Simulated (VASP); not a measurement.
Consider the following.

```
MoSSe
1.0
    3.20002     0.00000     0.00000
   -1.60001     2.77130     0.00000
    0.00000     0.00000    16.41324
Mo Se S
2 2 2
Cartesian
  0.00000   1.84753   1.79004
  1.60001   0.92377   8.08845
  0.00000   1.84753   9.77926
  0.00000   1.84753   6.39563
  1.60001   0.92377   0.25184
  1.60001   0.92377   3.33053
```

The numbers are results of PBEsol GGA with spin-orbit coupling, VASP's PBE PAW potentials (set 64) (plane waves; VASP 6.6.1), not measurements. Settings: 400 eV cut-off, 7×7×2 Γ-centred mesh, Gaussian smearing of 0.050 eV, potentials Mo_sv Se S.

The cell holds a wide vacuum, so values per volume refer to the whole cell.

### Question
Estimate the energy per atom (σ→0), band gap (over mesh and band path) with the smallest direct gap where there is one.

### Answer

```json
{
 "band gap (over mesh and band path)": "0.83 eV",
 "smallest direct gap (over mesh and band path)": "0.83 eV",
 "energy per atom (σ→0)": "-7.535 eV/atom"
}
```

The absolute energy has meaning only against runs of the same code, potentials and settings.

The cell is a sheet with vacuum, built from a database entry that may be metastable or hypothetical.
